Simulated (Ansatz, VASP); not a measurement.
# CoSi2: VASP beside Ansatz

Wanted: the spread between two codes on one cell, functional and k mesh. The cell is taken from a series of VASP runs on this material, whose earlier steps may have relaxed, scaled or displaced it; both programs get it as it stands.

Main program and level: Ansatz 0.2.0; plane waves, with VASP 6.6.1 beside it; relaxation of cell and atoms at PBE and zone-centre phonons at PBE.

**1. Starting point**

It takes space group Fm-3m (No. 225, cubic). Conventional cell: a = 5.365 Å, b = 5.365 Å, c = 5.365 Å, α = 90.00°, β = 90.00°, γ = 90.00°. Nearest to Co lie 8 Si at 2.32 Å. Nearest to Si lie 4 Co at 2.32 Å. Farther neighbours are not listed.

**2. Ansatz: relaxation of cell and atoms, PBE**

Ansatz runs on its default PAW (the set named soft_2) files.

The relaxed volume is the usual yardstick between codes: its relative difference is about their pressure difference at one cell divided by the bulk modulus.

File input.yaml:

```yaml
crystal:
  lattice:
    - [0.0, 2.6825, 2.6825]
    - [2.6825, 0.0, 2.6825]
    - [2.6825, 2.6825, 0.0]
  atoms:
    - { symbol: Co, position: [0.0, 0.0, 0.0] }
    - { symbol: Si, position: [0.75, 0.75, 0.75] }
    - { symbol: Si, position: [0.25, 0.25, 0.25] }
hamiltonian:
  xc: pbe
  pseudopotentials: { kind: paw }
magnetization:
  spin_polarized: true
kpoints:
  mp_grid: { grid: [12, 12, 12] }
scf:
  occupations: { method: gaussian, width: 0.05 }
relax:
  f_tol: 0.01
  max_steps: 60
  cell: { stress_tol: 0.05 }
output:
  forces: true
  stress: true
```

The run is started by

```console
$ ansatz run input.yaml --threads 4 --pin off --max-ram 9216MiB --backend cpu --events-out ev --progress --plain --runs-dir out
```

Numbers of over 12 decimals in the logs are rounded to 6 here.

Log:

```text
band count auto-derived: 18 (N_el = 25.0; filled up to band 13; 17 by the electrons, moments and atoms)
Engine: ansatz 0.2.0, aarch64-unknown-linux-gnu
Pseudopotentials: kind: paw
Pseudopotential: Co, paw, valence charge 17, recommended cutoff 420 eV (normal), Co.paw.azcp
Pseudopotential: Si, paw, valence charge 4, recommended cutoff 420 eV (normal), Si.paw.azcp
Functional definition: PBE
  parameter kappa = 0.804
  parameter beta = 0.066725
  exchange = pbe_x(kappa = kappa, mu = beta*pi^2/3)
  correlation = pbe_c(beta = beta)
Crystal: 3 atoms, lattice volume = 38.606 Å³
Basis set: ecut = 420 eV, 749 PW (Γ), exchange–correlation on 54×54×54 points (8 copies of the dense FFT grid, shifted against one another)
Bands: 18, of which v1, the nominal top of the filled ones, is band 13 counted from 1 (12 counted from 0)
Symmetry: 48 space group operations
Space group: Fm-3m (ITA 225), of the structure as read, at distance tolerance 3.4e-5 Å
k-points: 72 of 1728
Non-local potential: Co, projectors of the file, l = 0: 3, l = 1: 2, l = 2: 3, l = 3: 1
Non-local potential: Si, projectors of the file, l = 0: 2, l = 1: 2, l = 2: 2
PAW form: soft (Blöchl's): semilocal exchange-correlation on the pseudo side does not see the compensation charge
PAW one-centre angular grid: Co, 590 points (default); XC on 64 Gauss nodes
PAW one-centre angular grid: Si, 110 points (default); XC on 64 Gauss nodes
Initial density: superposition of atomic densities (chi_scale 0.1, normalization cell, long waves kept (reshape's long-wave potential 0.00 eV rms))
Initial wavefunctions: pseudopotential atomic-orbital guess
Functional: x = pbe(κ = 0.804, μ = 0.219515), c = pbe(β = 0.066725)
SCF iter   1: F=—  HF=-6400.510323 eV  |F-HF|=—  |Δ(HF+E_count)|=         —  Δρ=7.03e-2 (↑7.03e-2 ↓7.03e-2)  dr2=8.67e0  dr2_m=0.00e0  M=0.000 μB ∫|m|=0.000 μB  β_m=0.30  ethr=3.10e-3  ⟨swp⟩=5.7  Hψ=6574  notcnv=0
preconditioner: auto → Kerker (q_TF=auto, 2.538 Å⁻¹)  [metal: Δε(μ)=0.036 eV  Ē_g=9.417 eV  σ=0.050 eV  W_gap=0.38  n_scr=14 (ndim 8)  ℏωp=24.6 eV  f_vac=0.000  D(μ)=0.88/eV (n_scr^D=8)]
spin=Collinear: Kerker preconditioning applied to the charge; magnetization (m = ρ↑ − ρ↓) channel mixes plain (no charge-response kernel on spin).
SCF iter   2: F=—  HF=-6399.730505 eV  |F-HF|=—  |Δ(HF+E_count)|=   7.80e-1  Δρ=4.64e-2 (↑4.64e-2 ↓4.64e-2)  dr2=1.64e0  dr2_m=0.00e0  M=0.000 μB ∫|m|=0.000 μB  β_m=0.27  ethr=3.10e-3  ⟨swp⟩=2.5  Hψ=3131  notcnv=0  defer=96
SCF iter   3: F=—  HF=-6398.284974 eV  |F-HF|=—  |Δ(HF+E_count)|=    1.45e0  Δρ=5.84e-2 (↑5.66e-2 ↓5.84e-2)  dr2=7.40e-1  dr2_m=1.06e0  M=1.461 μB ∫|m|=1.461 μB  ethr=3.10e-3  ⟨swp⟩=2.2  Hψ=2537  notcnv=0  defer=96
Mixer restart at iter 3: flushing history
SCF iter   4: F=—  HF=-6399.335497 eV  |F-HF|=—  |Δ(HF+E_count)|=         —  Δρ=4.58e-2 (↑4.29e-2 ↓4.58e-2)  dr2=9.70e-1  dr2_m=5.57e-1  M=0.262 μB ∫|m|=0.273 μB  β_m=0.27  ethr=2.96e-3  ⟨swp⟩=3.5  Hψ=5803  notcnv=0  defer=88
SCF iter   5: F=—  HF=-6399.271672 eV  |F-HF|=—  |Δ(HF+E_count)|=   6.38e-2  Δρ=4.04e-2 (↑4.04e-2 ↓3.14e-2)  dr2=5.34e-1  dr2_m=3.54e-1  M=0.201 μB ∫|m|=0.211 μB  β_m=0.64  ethr=2.96e-3  ⟨swp⟩=1.1  Hψ=3103  notcnv=0  defer=92
SCF iter   6: F=—  HF=-6399.423736 eV  |F-HF|=—  |Δ(HF+E_count)|=   1.52e-1  Δρ=5.11e-2 (↑3.87e-2 ↓5.11e-2)  dr2=2.19e0  dr2_m=1.45e-2  M=0.032 μB ∫|m|=0.045 μB  β_m=0.25  ethr=2.14e-3  ⟨swp⟩=2.1  Hψ=5394  notcnv=0  defer=107  recentre
SCF iter   7: F=—  HF=-6399.196959 eV  |F-HF|=—  |Δ(HF+E_count)|=   2.27e-1  Δρ=2.33e-2 (↑2.33e-2 ↓1.15e-2)  dr2=1.42e-1  dr2_m=7.32e-2  M=0.075 μB ∫|m|=0.090 μB  β_m=0.50  ethr=2.14e-3  ⟨swp⟩=2.9  Hψ=5415  notcnv=0  defer=187
SCF iter   8: F=—  HF=-6399.175444 eV  |F-HF|=—  |Δ(HF+E_count)|=   2.15e-2  Δρ=2.03e-3 (↑1.98e-3 ↓2.03e-3)  dr2=4.80e-3  dr2_m=1.26e-4  M=-0.005 μB ∫|m|=0.015 μB  β_m=0.75  ethr=5.69e-4  ⟨swp⟩=2.6  Hψ=5075  notcnv=0  defer=190
Mixer restart at iter 8: flushing history
SCF iter   9: F=—  HF=-6399.176674 eV  |F-HF|=—  |Δ(HF+E_count)|=         —  Δρ=2.23e-3 (↑2.23e-3 ↓2.23e-3)  dr2=5.63e-3  dr2_m=0.00e0  M=0.000 μB ∫|m|=0.000 μB  β_m=0.75  ethr=1.92e-5  ⟨swp⟩=5.1  Hψ=4437  notcnv=0  defer=87
SCF iter  10: F=—  HF=-6399.179675 eV  |F-HF|=—  |Δ(HF+E_count)|=   3.00e-3  Δρ=5.43e-3 (↑5.43e-3 ↓5.43e-3)  dr2=2.94e-2  dr2_m=0.00e0  M=0.000 μB ∫|m|=0.000 μB  β_m=0.43  ethr=1.92e-5  ⟨swp⟩=2.0  Hψ=3071  notcnv=0  defer=96  recentre
SCF iter  11: F=—  HF=-6399.176563 eV  |F-HF|=—  |Δ(HF+E_count)|=   3.11e-3  Δρ=9.87e-4 (↑9.87e-4 ↓9.87e-4)  dr2=1.30e-3  dr2_m=0.00e0  M=0.000 μB ∫|m|=0.000 μB  β_m=0.47  ethr=1.92e-5  ⟨swp⟩=3.0  Hψ=2369  notcnv=0  defer=96
SCF iter  12: F=—  HF=-6399.176654 eV  |F-HF|=—  |Δ(HF+E_count)|=   9.10e-5  Δρ=3.66e-4 (↑3.66e-4 ↓3.66e-4)  dr2=1.63e-4  dr2_m=0.00e0  M=0.000 μB ∫|m|=0.000 μB  β_m=0.81  ethr=5.19e-6  ⟨swp⟩=2.4  Hψ=1663  notcnv=0  defer=96
SCF iter  13: F=—  HF=-6399.176694 eV  |F-HF|=—  |Δ(HF+E_count)|=   4.04e-5  Δρ=9.16e-5 (↑9.16e-5 ↓9.16e-5)  dr2=9.20e-6  dr2_m=0.00e0  M=0.000 μB ∫|m|=0.000 μB  β_m=0.89  ethr=6.51e-7  ⟨swp⟩=2.6  Hψ=1770  notcnv=0  defer=96
SCF iter  14: F=—  HF=-6399.176699 eV  |F-HF|=—  |Δ(HF+E_count)|=   4.25e-6  Δρ=2.75e-5 (↑2.75e-5 ↓2.75e-5)  dr2=7.94e-7  dr2_m=0.00e0  M=0.000 μB ∫|m|=0.000 μB  β_m=0.95  ethr=3.68e-8  ⟨swp⟩=2.0  Hψ=1672  notcnv=0  defer=96
SCF iter  15: F=-6399.176698 eV  HF=-6399.176699 eV  |F-HF|=6.21e-8  |Δ(HF+E_count)|=   1.51e-8  Δρ=8.89e-6 (↑8.89e-6 ↓8.89e-6)  dr2=8.03e-8  dr2_m=0.00e0  M=0.000 μB ∫|m|=0.000 μB  ethr=4.00e-10  ⟨swp⟩=1.1  Hψ=2801  notcnv=0
SCF 1 converged in 15 iterations: F = -6399.176698 eV  dr2 = 8.03e-8
  greatest PAW one-centre occupation: 1.000 electrons in one spin orbital (limit 2), on the Co atom at site 0 (counted from 0), in its partial waves of l = 0
the input gives no starting moments: this run first made a single point of its starting geometry. This run's own SCFs start from that state's density, with no starting moments from it.
Initial density: read from a saved state, or passed on in memory by an earlier SCF of this step, an earlier step, the calling program or the single point that the run made first
Stability of the state it starts from, as read at its close in the collinear treatment: not read negative (Ritz values of 1 − χ₀K, real part plus size of imaginary part, from 0.86 to 1.0, by its mixing steps under the symmetry group of the SCF that read it); nothing settles its magnetic order
iter 1 solved again at ethr=7.83e-7 eV; its pass at ethr=3.10e-3 eV (dr2=1.96e-4 eV) is discarded
SCF iter   1: F=—  HF=-6399.176704 eV  |F-HF|=—  |Δ(HF+E_count)|=         —  Δρ=8.95e-6 (↑8.95e-6 ↓8.95e-6)  dr2=7.88e-8  dr2_m=0.00e0  M=0.000 μB ∫|m|=0.000 μB  β_m=0.30  ethr=7.83e-7  ⟨swp⟩=3.0  Hψ=9784  notcnv=0
eigensolver tolerance schedule: the retry pair's looser diagonalisation over-reported the residual by 2482.07 of it (diagonalisation noise at 1.68 of the residual, at the tolerance the schedule requests for it); recorded, not acted on — ethr = c·dr2/N_el stays at c = 1.0e-1
preconditioner: auto → Kerker (q_TF=auto, 2.538 Å⁻¹)  [metal: Δε(μ)=0.033 eV  Ē_g=8.805 eV  σ=0.050 eV  W_gap=0.36  n_scr=14 (ndim 8)  ℏωp=24.6 eV  f_vac=0.000  D(μ)=1.18/eV (n_scr^D=14)]
spin=Collinear: Kerker preconditioning applied to the charge; magnetization (m = ρ↑ − ρ↓) channel mixes plain (no charge-response kernel on spin).
SCF iter   2: F=—  HF=-6399.176699 eV  |F-HF|=—  |Δ(HF+E_count)|=   5.14e-6  Δρ=3.08e-6 (↑3.08e-6 ↓3.08e-6)  dr2=9.63e-9  dr2_m=0.00e0  M=0.000 μB ∫|m|=0.000 μB  β_m=0.26  ethr=3.15e-10  ⟨swp⟩=4.3  Hψ=3941  notcnv=0
SCF iter   3: F=-6399.176699 eV  HF=-6399.176699 eV  |F-HF|=1.59e-9  |Δ(HF+E_count)|=   1.88e-9  Δρ=1.57e-6 (↑1.57e-6 ↓1.57e-6)  dr2=3.07e-9  dr2_m=0.00e0  M=0.000 μB ∫|m|=0.000 μB  ethr=3.85e-11  ⟨swp⟩=2.0  Hψ=3797  notcnv=0
SCF 2 converged in 3 iterations: F = -6399.176699 eV  dr2 = 3.07e-9
relax step   1: F+E_penalty+E_count = -6399.17669851 eV  Δ(F+E_penalty+E_count) = +0.000e0 eV  max|allowed force component| = 3.084e-17 eV/Å  Δτ_max = 0.0000 Å  P = -0.534 GPa  Ω = 38.606 Å³  (3 SCF iters, dr2 threshold 1.00e-7 eV, accepted)
[...]
relax step   2: F+E_penalty+E_count = -6399.17688668 eV  Δ(F+E_penalty+E_count) = -1.882e-4 eV  max|allowed force component| = 1.820e-16 eV/Å  Δτ_max = 0.0000 Å  P = -0.223 GPa  Ω = 38.538 Å³  energy of the carried Pulay correction = +2.942e-5 eV  (4 SCF iters, dr2 threshold 3.00e-7 eV, accepted)
[...]
relax step   3: F+E_penalty+E_count = -6399.17694137 eV  Δ(F+E_penalty+E_count) = -5.469e-5 eV  max|allowed force component| = 1.573e-16 eV/Å  Δτ_max = 0.0000 Å  P = +0.001 GPa  Ω = 38.490 Å³  energy of the carried Pulay correction = +5.054e-5 eV  (4 SCF iters, dr2 threshold 1.25e-7 eV, accepted)
[...]
relax step   4: F+E_penalty+E_count = -6399.17688271 eV  Δ(F+E_penalty+E_count) = +5.866e-5 eV  max|allowed force component| = 1.295e-16 eV/Å  Δτ_max = 0.0000 Å  P = -0.002 GPa  Ω = 38.490 Å³  stress off target by 1.80e-3 GPa  SCF on the basis re-selected at this cell (its energy is not comparable with the rows above)  (8 SCF iters)
basis re-selected at this cell: Δ(F+E_penalty+E_count) = +5.866e-5 eV, ΔP = -0.003 GPa vs the last step (what re-selecting the basis moved, of the pressure what is left beyond the Pulay correction that the steps carried, after the strain that the cell walked since its last selection, with what the two solves' SCF thresholds leave and, on support functions, any second-order correction that the steps lacked; it is no m [...]
SCF converged after 8 iterations
Magnetization: 0.0000 μB (12.5000 up, 12.5000 down)
Absolute magnetization: 0.0000 μB (∫|ρ↑−ρ↓|)
Spin contamination: 0.0000 ħ² per cell (⟨S²⟩ above its minimum at these occupations)
Per-site moments (μB) at R_I (Å): [(0.0, 0.957329), (0.0, 0.957329), (0.0, 0.957329)]
Free energy (F): -6399.176883 eV
Harris-Foulkes:  -6399.176883 eV  (|F-HF|=1.82e-12)
Internal energy: -6399.175420 eV  (E = F + TS)
E sigma→0 (E₀):  -6399.176151 eV
Entropy (-TS):   -0.001463 eV (-0.488 meV/atom)
Fermi energy:    12.834406 eV
--- Per-component energies (eV) ---
  E_band       = -284.872934
  E_kinetic    = 547.372635
  E_local      = -4098.407776  (includes V_loc(G=0)·N_el)
  E_nonlocal   = 501.171142
  E_hartree    = 1783.040686
  E_xc         = -274.045768
  E_vxc        = -305.183846  (∫ρ·V_xc dr)
  E_paw        = -2541.401048  (= ΣΔE_a)
  E_vpaw       = -495.906497  (= ΣTr[D̂ρ^β])
  E_aug_tail   = 0.000158  (compensation charges beyond the density's cutoff)
  E_ewald      = -2316.905449
  E_smearing   = -0.001463  (= −TS)
  E_closure    = 0.000000  (closes the sum)
  Σ components = -6399.176883   (vs F -6399.176883, Δ=0.00e0)
--- Forces (eV/Å), atoms counted from 1 ---
  atom   1  Co    -0.00000000     0.00000000    -0.00000000
  atom   2  Si    -0.00000000    -0.00000000    -0.00000000
  atom   3  Si     0.00000000     0.00000000     0.00000000
  max |Σ_I F_I| component: 2.78e-17 eV/Å
--- Stress (GPa, compression-positive) ---
       -0.001802      -0.000000      -0.000000
       -0.000000      -0.001802      -0.000000
       -0.000000      -0.000000      -0.001802
  P = ⅓ Tr σ = -0.0018 GPa (-0.018 kbar)
--- Relaxed structure (3 steps of the walk, 3 accepted, 1 SCFs on fresh bases) ---
  F+E_penalty+E_count = -6399.17688271 eV   max|allowed force component| = 1.295e-16 eV/Å   (the final SCF, on the basis selected at the relaxed cell)
  cell:  # Å, volume = 38.4902 Å³
    - [0, 2.679827, 2.679827]
    - [2.679827, 0, 2.679827]
    - [2.679827, 2.679827, 0]
  atoms:
    - { symbol: Co, position: [0, 0, 0] }
    - { symbol: Si, position: [0.75, 0.75, 0.75] }
    - { symbol: Si, position: [0.25, 0.25, 0.25] }
```

Wall time 8.7 s (4 threads of Arm Neoverse N1, shared host); peak memory 0.39 GiB.

(Part 1 of 2 ends here.)

[Lines on the potential files, build, host, timing and source positions are cut from VASP's logs without a mark.]

[Logs are printed without paths, hosts, clocks, repeated set-up lines and the standing remarks that a program may print on its own settings, such as how far it seeks lower states.]

[Hosts, paths, dates, database ids (printed as entryN), source tags and the programs' standing remarks are cut or masked in the printed files.]
